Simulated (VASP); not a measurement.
Input of a VASP 6.6.1 run:

Contents of INCAR:

```
SYSTEM = LuSb
PREC     = Accurate       ! precision mode
ENCUT    = 600            ! plane-wave cutoff, eV
EDIFF    = 1E-6           ! SCF threshold, eV
ISMEAR   = 1              ! smearing method
SIGMA    = 0.1            ! smearing width, eV
LREAL    = .FALSE.        ! projectors in reciprocal space
LASPH    = .TRUE.         ! aspherical terms in the spheres
NELM     = 80             ! most SCF steps
ALGO     = Normal         ! electronic algorithm
ISIF     = 3              ! what is computed and relaxed
LWAVE    = .FALSE.        ! write WAVECAR
LCHARG   = .FALSE.        ! write CHGCAR
GGA      = PS             ! functional
IBRION   = 2              ! ionic algorithm
NSW      = 90             ! ionic steps
EDIFFG   = -0.01          ! ionic threshold
KPAR     = 4
```

The input KPOINTS:

```
Automatic mesh
0
G
  10 10 10
  0 0 0
```

Contents of POSCAR:

```
LuSb
1.0
    0.0000000000      3.0393308489      3.0393308489
    3.0393308489      0.0000000000      3.0393308489
    3.0393308489      3.0393308489      0.0000000000
Lu Sb
1 1
Direct
    0.0000000000      0.0000000000      0.0000000000
    0.5000000000      0.5000000000      0.5000000000
```

Potentials or basis: VASP PAW PBE potentials, release 64 (Lu, Sb).

Run with:

```bash
$ cat potpaw_PBE.64/Lu/POTCAR potpaw_PBE.64/Sb/POTCAR > POTCAR
$ mpirun -np 4 vasp_std > vasp.out
```

**Question.** What does it give for the relaxed cell?

**Answer.** a = 4.245 Å, b = 4.245 Å, c = 4.245 Å, α = 60.00°, β = 60.00°, γ = 60.00°.

**Question.** Estimate the relaxed volume.

**Answer.** 27.05 Å³/atom.

Step by step:
```tsv
step	energy change (eV)	largest force (eV/Å)	pressure (GPa)	volume (Å³)
1	0.0000	0.0000	-2.31	56.15
2	-0.0110	0.0000	1.53	52.93
3	-0.0162	0.0000	0.13	54.03
4	-0.0162	0.0000	-0.08	54.14
5	-0.0162	0.0000	-0.08	54.10
6	-0.0162	0.0000	-0.02	54.10
```

Caveat: the PAW data sets were made with another functional, which shifts forces and pressure a little. The run has no spin-orbit coupling, so splittings on Lu, Sb are missing.
